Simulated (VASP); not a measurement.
# MnHg (Pm-3m) in VASP: equation of state

Aim: energy against volume of MnHg in PBE, for its equilibrium volume and stiffness.

All numbers are computed with VASP 6.6.1; they aren't measurements. Logs are shortened: lines on timing, memory, paths and dates and some standing lists are left out, and cuts for length are marked.

### Step 1. The structure

It takes space group Pm-3m (No. 221, cubic). Conventional cell: a = 3.315 Å, b = 3.315 Å, c = 3.315 Å, α = 90.00°, β = 90.00°, γ = 90.00°. Around Hg (site symmetry m-3m) lie 8 Mn at 2.87 Å. Mn (site symmetry m-3m) is surrounded by 8 Hg at 2.87 Å.

### Step 2. Equation of state, PBE, collinear spin, ferromagnetic start, 17.12 Å³/atom (volume scaled by 0.94)

The input, INCAR:

```
SYSTEM = MnHg
ALGO = Normal
EDIFF = 1E-7
ENCUT = 520
GGA = PE
ISIF = 2
ISMEAR = -1
ISPIN = 2
LASPH = .True.
LCHARG = .False.
LMAXMIX = 4
LORBIT = 11
LREAL = .False.
LWAVE = .False.
MAGMOM = 0 4
NBANDS = 24
NELM = 100
PREC = Accurate
SIGMA = 0.05
```

The input, KPOINTS:

```
k-points
0
Gamma
  8 8 8
  0 0 0
```

The input, POSCAR:

```
MnHg
1.0
    3.2473279504      0.0000000000      0.0000000000
    0.0000000000      3.2473279504      0.0000000000
    0.0000000000      0.0000000000      3.2473279504
Hg Mn
1 1
Direct
    0.0000000000      0.0000000000      0.0000000000
    0.5000000000      0.5000000000      0.5000000000
```

Potentials or basis: VASP PAW PBE potentials, release 64 (Hg, Mn_pv).

The run is started by

```bash
$ cat potpaw_PBE.64/Hg/POTCAR potpaw_PBE.64/Mn_pv/POTCAR > POTCAR
$ mpirun -np 1 vasp_std > vasp.out
```

OUTCAR:

```text
SYSTEM = MnHg
   EDIFF = 1E-7
   ENCUT = 520
   GGA = PE
   ISIF = 2
   ISMEAR = -1
   ISPIN = 2
   LASPH = .True.
   LORBIT = 11
   LREAL = .False.
   NELM = 100
   PREC = Accurate

 Found     35 irreducible k-points:

 Following reciprocal coordinates:
            Coordinates               Weight
  0.000000  0.000000  0.000000      1.000000
  0.125000  0.000000  0.000000      6.000000
  0.250000  0.000000  0.000000      6.000000
  0.375000  0.000000  0.000000      6.000000
  0.500000  0.000000  0.000000      3.000000
  0.125000  0.125000  0.000000     12.000000
   k-points           NKPTS =     35   k-points in BZ     NKDIM =     35   number of bands    NBANDS=     24
   number of dos      NEDOS =    301   number of ions     NIONS =      2
   total plane-waves  NPLWV =  13824
   dimension x,y,z NGX =    24 NGY =   24 NGZ =   24
   dimension x,y,z NGXF=    48 NGYF=   48 NGZF=   48
   ions per type =               1   1
   NGX,Y,Z   is equivalent  to a cutoff of  12.29, 12.29, 12.29 a.u.
   NGXF,Y,Z  is equivalent  to a cutoff of  24.57, 24.57, 24.57 a.u.
 SYSTEM =  MnHg
   PREC   = accura    normal or accurate (medium, high low for compatibility)
   ISTART =      0    job   : 0-new  1-cont  2-samecut
   ICHARG =      2    charge: 1-file 2-atom 10-const
   ISPIN  =      2    spin polarized calculation?
   LNONCOLLINEAR =      F non collinear calculations
   LSORBIT =      F    spin-orbit coupling
   LASPH  =      T    aspherical Exc in radial PAW
   ENCUT  =  520.0 eV  38.22 Ry    6.18 a.u.   6.04  6.04  6.04*2*pi/ulx,y,z
   NELM   =    100;   NELMIN=  2; NELMDL= -5     # of ELM steps
   EDIFF  = 0.1E-06   stopping-criterion for ELM
   LREAL  =      F    real-space projection
   EDIFFG = 0.1E-05   stopping-criterion for IOM
   NSW    =      0    number of steps for IOM
   IBRION =     -1    ionic relax: 0-MD 1-quasi-New 2-CG
   NFREE  =      0    steps in history (QN), initial steepest desc. (CG)
   ISIF   =      2    stress and relaxation
   ISYM   =      2    0-nonsym 1-usesym 2-fastsym
   POTIM  = 0.5000    time-step for ionic-motion
   TEBEG  =    0.0;   TEEND  =   0.0 temperature during run
   PSTRESS=    0.0 pullay stress
   NELECT =      25.0000    total number of electrons
   NUPDOWN=      -1.0000    fix difference up-down
   EMIN   =  10.00;   EMAX   =-10.00  energy-range for DOS
   EFERMI =   0.00;   METHOD = LEGACY
   ISMEAR =    -1;   SIGMA  =   0.05  broadening in eV -4-tet -1-fermi 0-gaus
   EFERMI_NEDOS =   21; number of points for ismear=-14 and -15
   IALGO  =     38    algorithm
   IMIX   =      4    mixing-type and parameters
     AMIX     =   0.40;   BMIX     =  1.00
     AMIX_MAG =   1.60;   BMIX_MAG =  1.00
  volume/ion in A,a.u.               =      17.12       115.54
  Fermi-wavevector in a.u.,A,eV,Ry     =   1.474106  2.785656 29.565299  2.172988
  Thomas-Fermi vector in A             =   2.588918
   LORBIT       =     11    0 simple, 1 ext, 2 COOP (PROOUT), +10 PAW based schemes
   GGA     = PE    functional components
   LHFCALC =     F    Hartree Fock is set to
   AEXX    =    0.0000 exact exchange contribution
   IVDW    =     0    specifies the selected vdW correction
   LEPSILON=     F    determine dielectric tensor
   LRPA    =     F    only Hartree local field effects (RPA)
 spin polarized calculation
  energy-cutoff  :      520.00
  volume of cell :       34.24
 maximum number of plane-waves:       943
   NGX = 13   NGY = 13   NGZ = 13

 number of electron      25.0000026 magnetization       3.7459479

 Free energy of the ion-electron system (eV)
  ---------------------------------------------------
  ext. energy  EPLUGINS =         0.00000000
  ---------------------------------------------------
  free energy    TOTEN  =        -8.44560318 eV

  energy without entropy =       -8.43082810  energy(sigma->0) =       -8.43821564

 E-fermi :   6.0657     XC(G=0): -12.0227

 val. band max:        6.0382836848   @ k =   0.5000   0.2500   0.1250
 cond. band min:       6.0661977841   @ k =   0.5000   0.1250   0.0000
 fundamental gap:      0.0279140993
 Fermi energy:         6.0656876214

 spin component 1

 k-point     1 :       0.0000    0.0000    0.0000
  band No.  band energies     occupation
      1     -43.9182      1.00000
      2     -43.9182      1.00000
      3     -43.9182      1.00000
      4      -3.9693      1.00000
      5      -2.4585      1.00000
      6      -2.4585      1.00000
[... 16 lines left out ...]
     23      23.5160      0.00000
     24      28.1553      0.00000
[... 112 lines left out ...]
      2     -43.9210      1.00000
      3     -43.9178      1.00000
      4      -3.4698      1.00000
      5      -2.3271      1.00000
      6      -2.2464      1.00000
[... 16 lines left out ...]
     23      23.6413      0.00000
     24      25.5873      0.00000

 [... further k-points ...]

 spin component 2

 k-point     1 :       0.0000    0.0000    0.0000
  band No.  band energies     occupation
      1     -40.0177      1.00000
      2     -40.0177      1.00000
      3     -40.0177      1.00000
      4      -3.7688      1.00000
      5      -2.4398      1.00000
      6      -2.4398      1.00000
[... 16 lines left out ...]
     23      23.5322      0.00000
     24      29.0786      0.00000
[... 112 lines left out ...]
      2     -40.0211      1.00000
      3     -40.0172      1.00000
      4      -3.2754      1.00000
      5      -2.3180      1.00000
      6      -2.2341      1.00000
[... 16 lines left out ...]
     23      23.7636      0.00000
     24      26.3106      0.00000

 [... further k-points ...]
[... 5 lines left out ...]
  --------------------------------------------------------------------------------------
  -------------------------------------------------------------------------------------
  Total        1.4006678      1.4006678      1.4006678      0.0000000     -0.0000000     -0.0000000
  in kB       65.5340903     65.5340903     65.5340903      0.0000000     -0.0000000     -0.0000000
  external PRESSURE =      65.5340903 kB  Pullay stress =       0.0000000 kB

 VOLUME and BASIS-vectors are now :
 -----------------------------------------------------------------------------
  energy-cutoff  :      520.00
  volume of cell :       34.24
      direct lattice vectors                 reciprocal lattice vectors
     3.247327950  0.000000000  0.000000000     0.307945491  0.000000000  0.000000000
     0.000000000  3.247327950  0.000000000     0.000000000  0.307945491  0.000000000
     0.000000000  0.000000000  3.247327950     0.000000000  0.000000000  0.307945491

 POSITION                                       TOTAL-FORCE (eV/Angst)
 -----------------------------------------------------------------------------------
      0.00000      0.00000      0.00000         0.000000      0.000000      0.000000
      1.62366      1.62366      1.62366         0.000000      0.000000      0.000000
 -----------------------------------------------------------------------------------
    total drift:                                0.000000      0.000000     -0.000000

  FREE ENERGIE OF THE ION-ELECTRON SYSTEM (eV)
  ---------------------------------------------------
  free  energy   TOTEN  =        -8.4456031772 eV

  energy  without entropy=       -8.4308280997  energy(sigma->0) =       -8.43821564

 total charge

# of ion       s       p       d       tot
------------------------------------------
    1        0.823   0.566   9.259  10.648
    2        0.258   6.193   5.013  11.464
--------------------------------------------------
tot          1.080   6.759  14.272  22.112

 magnetization (x)

# of ion       s       p       d       tot
------------------------------------------
    1       -0.046  -0.066   0.050  -0.062
    2        0.024   0.013   3.652   3.689
--------------------------------------------------
tot         -0.022  -0.053   3.701   3.627
```

OSZICAR:

```text
N       E                     dE             d eps       ncg     rms          rms(c)
DAV:   1     0.229878718902E+03    0.22988E+03   -0.13857E+04  3432   0.119E+03
DAV:   2    -0.140442975050E+01   -0.23128E+03   -0.21978E+03  3512   0.341E+02
DAV:   3    -0.886316554695E+01   -0.74587E+01   -0.74326E+01  3952   0.688E+01
DAV:   4    -0.891405283149E+01   -0.50887E-01   -0.50882E-01  3832   0.541E+00
DAV:   5    -0.891476987581E+01   -0.71704E-03   -0.71704E-03  4016   0.586E-01    0.109E+01
DAV:   6    -0.860804454452E+01    0.30673E+00   -0.62075E+00  3728   0.187E+01    0.725E+00
DAV:   7    -0.846491656065E+01    0.14313E+00   -0.18969E+00  3840   0.118E+01    0.532E+00
DAV:   8    -0.844767369053E+01    0.17243E-01   -0.67990E-02  3672   0.190E+00    0.275E+00
DAV:   9    -0.844560033186E+01    0.20734E-02   -0.17254E-02  3976   0.922E-01    0.972E-01
DAV:  10    -0.844554468304E+01    0.55649E-04   -0.22334E-03  3760   0.437E-01    0.875E-02
DAV:  11    -0.844559008814E+01   -0.45405E-04   -0.10703E-04  3904   0.964E-02    0.342E-02
DAV:  12    -0.844559950738E+01   -0.94192E-05   -0.13077E-05  3840   0.302E-02    0.167E-02
DAV:  13    -0.844560321401E+01   -0.37066E-05   -0.47432E-06  3864   0.145E-02    0.993E-03
DAV:  14    -0.844560317725E+01    0.36764E-07   -0.66916E-07  3512   0.587E-03
   1 F= -.84456032E+01 E0= -.84382156E+01  d E =-.147751E-01  mag=     3.7463
```

stdout:

```text
POSCAR found type information on POSCAR HgMn
 POSCAR found :  2 types and       2 ions
 scaLAPACK will be used
 LDA part: xc-table for (Slater+PW92), standard interpolation
 POSCAR, INCAR and KPOINTS ok, starting setup
 FFT: planning ... GRIDC
 FFT: planning ... GRID_SOFT
 FFT: planning ... GRID
 WAVECAR not read
 entering main loop
```

Run time: 28 s. Hardware: 1 thread of Intel Xeon Platinum 8488C (Sapphire Rapids), shared host; peak memory 0.17 GiB.

Results:

| Quantity | Value |
| --- | --- |
| Free energy | -8.4456 eV |
| Pressure | 6.6 GPa |
| Band gap on the k mesh | none (metal or under the smearing width) |
| Net moment | 3.75 μB per cell |
| Site moments | Hg -0.06; Mn +3.69 μB |
| Valence electrons inside the program's atomic spheres | Hg 10.65; Mn 11.46 |

### Step 3. Equation of state, PBE, collinear spin, ferromagnetic start, 17.49 Å³/atom (volume scaled by 0.96)

The input, INCAR:

```
  PREC = Accurate
  ENCUT = 520
  EDIFF = 1E-7
  ISMEAR = -1
  SIGMA = 0.05
  LREAL = False
  LASPH = True
  NELM = 120
  ALGO = Normal
  ISIF = 2
  LWAVE = False
  LCHARG = False
  ISPIN = 2
  MAGMOM = 0 4
  LORBIT = 11
  LMAXMIX = 4
  GGA = PE
  NBANDS = 24
```

The input, KPOINTS:

```
Automatic mesh
0
Gamma
  8 8 8
```

The input, POSCAR:

```
MnHg
1.0
    3.2701972106      0.0000000000      0.0000000000
    0.0000000000      3.2701972106      0.0000000000
    0.0000000000      0.0000000000      3.2701972106
Hg Mn
1 1
Direct
    0.0000000000      0.0000000000      0.0000000000
    0.5000000000      0.5000000000      0.5000000000
```

Potentials or basis: VASP PAW PBE potentials, release 64 (Hg, Mn_pv).

The run is started by

```bash
$ cat potpaw_PBE.64/Hg/POTCAR potpaw_PBE.64/Mn_pv/POTCAR > POTCAR
$ mpirun -np 1 vasp_std > vasp.out
```

Run time: 26 s. Hardware: 1 thread of Intel Xeon Platinum 8488C (Sapphire Rapids), shared host; peak memory 0.18 GiB.

Results (log left out):

```
Free energy                                           : -8.4713 eV
Pressure                                              : 4.6 GPa
Band gap on the k mesh                                : none (metal or under the smearing width)
Net moment                                            : 3.82 μB per cell
Site moments                                          : Hg -0.06; Mn +3.75 μB
Valence electrons inside the program's atomic spheres : Hg 10.63; Mn 11.44
```

### Step 4. Equation of state, PBE, collinear spin, ferromagnetic start, 17.85 Å³/atom (volume scaled by 0.98)

The input, INCAR:

```
  PREC = Accurate
  ENCUT = 520
  EDIFF = 1E-7
  ISMEAR = -1
  SIGMA = 0.05
  LREAL = F
  LASPH = T
  NELM = 120
  ALGO = Normal
  ISIF = 2
  LWAVE = F
  LCHARG = F
  ISPIN = 2
  MAGMOM = 0 4
  LORBIT = 11
  LMAXMIX = 4
  GGA = PE
  NBANDS = 24
```

KPOINTS is that of step 3.

The input, POSCAR:

```
MnHg
1.0
    3.2927510075      0.0000000000      0.0000000000
    0.0000000000      3.2927510075      0.0000000000
    0.0000000000      0.0000000000      3.2927510075
Hg Mn
1 1
Direct
    0.0000000000      0.0000000000      0.0000000000
    0.5000000000      0.5000000000      0.5000000000
```

The run is started by

```bash
$ cat potpaw_PBE.64/Hg/POTCAR potpaw_PBE.64/Mn_pv/POTCAR > POTCAR
$ mpirun -np 1 vasp_std > vasp.out
```

Wall time 38 s (1 thread of Intel Xeon Platinum 8488C (Sapphire Rapids), shared host); peak memory 0.17 GiB.

The run converged. Its results:

- Free energy: -8.4886 eV
- Pressure: 2.8 GPa
- Band gap on the k mesh: none (metal or under the smearing width)
- Net moment: 3.88 μB per cell
- Site moments: Hg -0.06; Mn +3.80 μB
- Valence electrons inside the program's atomic spheres: Hg 10.61; Mn 11.42

### Step 5. Equation of state, PBE, collinear spin, ferromagnetic start, 18.58 Å³/atom (volume scaled by 1.02)

The input, INCAR:

```
PREC = Accurate ; ENCUT = 520
EDIFF = 1E-7 ; ISMEAR = -1
SIGMA = 0.05 ; LREAL = False
LASPH = True ; NELM = 150
ALGO = Normal ; ISIF = 2
LWAVE = False ; LCHARG = False
ISPIN = 2 ; MAGMOM = 0 4
LORBIT = 11 ; LMAXMIX = 4
GGA = PE ; NBANDS = 24
```

The input, KPOINTS:

```
regular mesh
0
Gamma
  8 8 8
```

The input, POSCAR:

```
MnHg
1.0
    3.3369542822      0.0000000000      0.0000000000
    0.0000000000      3.3369542822      0.0000000000
    0.0000000000      0.0000000000      3.3369542822
Hg Mn
1 1
Direct
    0.0000000000      0.0000000000      0.0000000000
    0.5000000000      0.5000000000      0.5000000000
```

The run is started by

```bash
$ cat potpaw_PBE.64/Hg/POTCAR potpaw_PBE.64/Mn_pv/POTCAR > POTCAR
$ mpirun -np 1 vasp_std > vasp.out
```

It took 60 s on 1 thread of Intel Xeon Platinum 8488C (Sapphire Rapids), shared host; peak memory 0.2 GiB.

Results (log left out):

```
Free energy                                           : -8.4987 eV
Pressure                                              : -0.6 GPa
Band gap on the k mesh                                : none (metal or under the smearing width)
Net moment                                            : 3.94 μB per cell
Site moments                                          : Hg -0.06; Mn +3.85 μB
Valence electrons inside the program's atomic spheres : Hg 10.57; Mn 11.38
```

### Step 6. Equation of state, PBE, collinear spin, ferromagnetic start, 18.94 Å³/atom (volume scaled by 1.04)

The input, INCAR:

```
PREC     = Accurate       # precision mode
ENCUT    = 520            # plane-wave cutoff, eV
EDIFF    = 1E-7           # SCF threshold, eV
ISMEAR   = -1             # smearing method
SIGMA    = 0.05           # smearing width, eV
LREAL    = F              # projectors in reciprocal space
LASPH    = T              # aspherical terms in the spheres
NELM     = 100            # most SCF steps
ALGO     = Normal         # electronic algorithm
ISIF     = 2              # what is computed and relaxed
LWAVE    = F              # write WAVECAR
LCHARG   = F              # write CHGCAR
ISPIN    = 2              # spin polarisation
MAGMOM   = 0 4            # initial moments
LORBIT   = 11             # projections on sites
LMAXMIX  = 4              # l up to which the mixer works
GGA      = PE             # functional
NBANDS   = 24             # bands
```

The input, KPOINTS:

```
Automatic mesh
0
Gamma
  8 8 8
```

The input, POSCAR:

```
MnHg
1.0
    3.3586234237      0.0000000000      0.0000000000
    0.0000000000      3.3586234237      0.0000000000
    0.0000000000      0.0000000000      3.3586234237
Hg Mn
1 1
Direct
    0.0000000000      0.0000000000      0.0000000000
    0.5000000000      0.5000000000      0.5000000000
```

Potentials or basis: VASP PAW PBE potentials, release 64 (Hg, Mn_pv).

The run is started by

```bash
$ cat potpaw_PBE.64/Hg/POTCAR potpaw_PBE.64/Mn_pv/POTCAR > POTCAR
$ mpirun -np 1 vasp_std > vasp.out
```

Run time: 66 s. Hardware: 1 thread of Intel Xeon Platinum 8488C (Sapphire Rapids), shared host; peak memory 0.2 GiB.

The run converged. Its results:

```
Free energy                                           : -8.4933 eV
Pressure                                              : -1.8 GPa
Band gap on the k mesh                                : none (metal or under the smearing width)
Net moment                                            : 3.98 μB per cell
Site moments                                          : Hg -0.05; Mn +3.89 μB
Valence electrons inside the program's atomic spheres : Hg 10.56; Mn 11.37
```

### Step 7. Equation of state, PBE, collinear spin, ferromagnetic start, 19.31 Å³/atom (volume scaled by 1.06)

The input, INCAR:

```
SYSTEM = MnHg
  PREC = Accurate
  ENCUT = 520
  EDIFF = 1E-7
  ISMEAR = -1
  SIGMA = 0.05
  LREAL = .FALSE.
  LASPH = .TRUE.
  NELM = 150
  ALGO = Normal
  ISIF = 2
  LWAVE = .FALSE.
  LCHARG = .FALSE.
  ISPIN = 2
  MAGMOM = 0 4
  LORBIT = 11
  LMAXMIX = 4
  GGA = PE
  NBANDS = 24
```

The input, KPOINTS:

```
regular mesh
0
G
  8 8 8
  0 0 0
```

The input, POSCAR:

```
MnHg
1.0
    3.3800165063      0.0000000000      0.0000000000
    0.0000000000      3.3800165063      0.0000000000
    0.0000000000      0.0000000000      3.3800165063
Hg Mn
1 1
Direct
    0.0000000000      0.0000000000      0.0000000000
    0.5000000000      0.5000000000      0.5000000000
```

The run is started by

```bash
$ cat potpaw_PBE.64/Hg/POTCAR potpaw_PBE.64/Mn_pv/POTCAR > POTCAR
$ mpirun -np 1 vasp_std > vasp.out
```

Wall time 69 s (1 thread of Intel Xeon Platinum 8488C (Sapphire Rapids), shared host); peak memory 0.2 GiB.

The run converged. Its results:

```
Free energy                                           : -8.4827 eV
Pressure                                              : -3.0 GPa
Band gap on the k mesh                                : none (metal or under the smearing width)
Net moment                                            : 4.03 μB per cell
Site moments                                          : Hg -0.05; Mn +3.92 μB
Valence electrons inside the program's atomic spheres : Hg 10.54; Mn 11.35
```

### Step 8. Equation of state, PBE, collinear spin, ferromagnetic start

No new run: the results of the series are fitted here.

Results:

| Item | Value |
| --- | --- |
| Equilibrium volume | 18.47 Å³/atom |
| Bulk modulus | 76 GPa |
| Pressure derivative of the bulk modulus | 4.6 (rough: it moves with the points fitted) |

Energy against volume, from the lowest point:
```csv
volume (Å³/atom),energy (meV/atom)
17.122,26.55
17.486,13.68
17.850,5.04
18.215,0.53
18.579,0.00
18.943,2.68
19.308,7.99
```

Spin-orbit coupling is left out, which matters for the levels of Hg. PBE usually gives volumes a little too large and moduli too small.
